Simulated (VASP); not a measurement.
MoSeS (space group P-3m1): the band gap from VASP (plane waves, PAW) at several levels of theory. Gaps are without spin-orbit coupling. Each level names its cell: its own relaxed one, PBE's, or the starting one. A gap is the smallest over the k-mesh and a band path; hybrids may have named points in place of the path, and GW has the mesh alone. mBJ is a potential without an energy functional, so only the levels count. Without a dispersion term in the relaxation, distances and binding between the weakly bound layers, chains or molecules are unreliable, and so is what depends on them.

```json
[
 {"level": "LDA (own cell)", "band gap (eV)": "0.53"},
 {"level": "r2SCAN (own cell)", "band gap (eV)": "1.06"},
 {"level": "mBJ (TB09) (PBE cell)", "band gap (eV)": "1.30"},
 {"level": "HSE06 (PBE cell)", "band gap (eV)": "1.72"}
]
```

The cell of the LDA (own cell) run:

```yaml
crystal:
  lattice:
    - [3.19267, 0.00000, 0.00000]
    - [-1.59634, 2.76494, 0.00000]
    - [0.00000, 0.00000, 12.46630]
  atoms:
    - { symbol: Mo, position: [0.00000, 0.00000, 0.26239] }
    - { symbol: Mo, position: [0.00000, 0.00000, 0.73761] }
    - { symbol: Se, position: [0.66667, 0.33333, 0.87332] }
    - { symbol: Se, position: [0.33333, 0.66667, 0.12668] }
    - { symbol: S, position: [0.33333, 0.66667, 0.38398] }
    - { symbol: S, position: [0.66667, 0.33333, 0.61602] }
```

Only levels that ran to the end are used. Left out are those held back, those with too coarse a band path, GW runs whose mesh misses a band edge, hybrids' fits of cells that aren't cubic and levels without matching references; a question may draw on a part of the rest.

The structure comes from a computed database's MoSeS entry (P-3m1); how it stands against other phases isn't given here.
